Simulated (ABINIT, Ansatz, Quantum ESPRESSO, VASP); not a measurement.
Code comparison for BAs (F-43m, 2 atoms in the cell)

Self-consistent single point, at a second geometry (lattice scaled by 0.98). First geometry:

```
BAs
1.0
    0.00000     2.39000     2.39000
    2.39000     0.00000     2.39000
    2.39000     2.39000     0.00000
B As
1 1
Direct
  0.00000   0.00000   0.00000
  0.25000   0.25000   0.25000
```

Shared settings, as Ansatz (a program for electronic structure) writes them: kpoints.mp_grid.grid = 8 8 8; scf.occupations.method = fermi_dirac; scf.occupations.width = 0.05 eV. Potentials and cutoffs stand in the table.

| code | model | ΔF from the first geometry (meV/atom) | pressure (GPa) | gap on the mesh (eV) | cutoff |
|---|---|---|---|---|---|
| Quantum ESPRESSO | PBE, SSSP 1.1.2 precision (PBE) pseudopotentials | 40.6 | 13.09 | 1.124 | 50 Ry |
| VASP | PBE, VASP's PBE PAW potentials (set 64) | – | – | 1.130 | 400 eV |
| ABINIT | PBE, PAW (JTH v2.0 PBE PAW) | 36.0 | 12.16 | 1.137 | 40 Ry |
| Ansatz | PBE, default PAW files | 35.6 | 12.09 | 1.140 | default |

A dash marks a value that a program does not give, or that is left out as unsure.

Gaps are read on the mesh.

The spread over the programs that give each value: ΔF from the first geometry within 5.0 meV/atom; pressure within 1.00 GPa; gap on the mesh within 0.016 eV.

Ansatz's pressure is given at a fixed set of plane waves, as the other plane-wave codes print theirs; with its correction for the finite basis it is 12.20 GPa.

VASP's run is marked for a possible Pulay error in its stress at this cutoff; no cutoff test was made.

The starting cell has typed, rounded lattice constants, without a prior relaxation at this level. For this run, on top of that: lattice scaled by 0.98.

Left out of this page: GPAW, CP2K, PySCF, Elk, FLEUR and SIESTA (not drawn, or without a comparable value).

Keys are those of Ansatz 0.2.
